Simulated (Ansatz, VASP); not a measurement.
## SrMg: VASP beside Ansatz

INCAR

```
SYSTEM = SrMg
PREC = Accurate
ENCUT = 520
EDIFF = 1E-6
ISMEAR = 0
SIGMA = 0.15
LREAL = .False.
LASPH = .True.
NELM = 100
ALGO = Normal
ISIF = 2
LWAVE = .False.
LCHARG = .False.
NBANDS = 13
```

KPOINTS

```
Automatic mesh
0
Gamma
  12 12 12
  0 0 0
```

POSCAR

```
SrMg
1.0
    0.0000000000      3.4995140000      3.4995140000
    3.4995140000      0.0000000000      3.4995140000
    3.4995140000      3.4995140000      0.0000000000
Sr Mg
1 1
Direct
    0.5000000000      0.5000000000      0.5000000000
    0.0000000000      0.0000000000      0.0000000000
```

Input for Ansatz:

```yaml
crystal:
  lattice:
    - [0.0, 3.499514, 3.499514]
    - [3.499514, 0.0, 3.499514]
    - [3.499514, 3.499514, 0.0]
  atoms:
    - { symbol: Sr, position: [0.5, 0.5, 0.5] }
    - { symbol: Mg, position: [0.0, 0.0, 0.0] }
basis:
  ecutwfc: 420
kpoints:
  mp_grid: { grid: [12, 12, 12] }
hamiltonian:
  xc: lda
scf:
  occupations: { method: gaussian, width: 0.15 }
output:
  forces: true
  stress: true
  eigenvalues: true
```

The cell comes from a database or a generator and needn't be the stable form of this composition.

Alike in both runs: task single point; functional LDA; k mesh 12 × 12 × 12; occupations gaussian, width 0.15 eV; no spin polarisation.

```csv
,VASP,Ansatz
version,VASP 6.6.1,Ansatz 0.2.0
potentials or method,"VASP PAW LDA potentials, release 64 (Sr_sv, Mg)","scalar-relativistic, plane waves, PAW"
plane-wave cutoff (eV),520,420
valence electrons in the cell,12,20
```

|  | VASP | Ansatz | Ansatz less VASP |
| --- | --- | --- | --- |
| gap on the k mesh at the Fermi level (eV) | none | none | - |
| pressure (GPa) | -1.3 | -1.2 | +0.11 |

A gap of «none» marks a metal or a gap that the smearing closes. The two sets of potentials don't hold the same shells in valence.
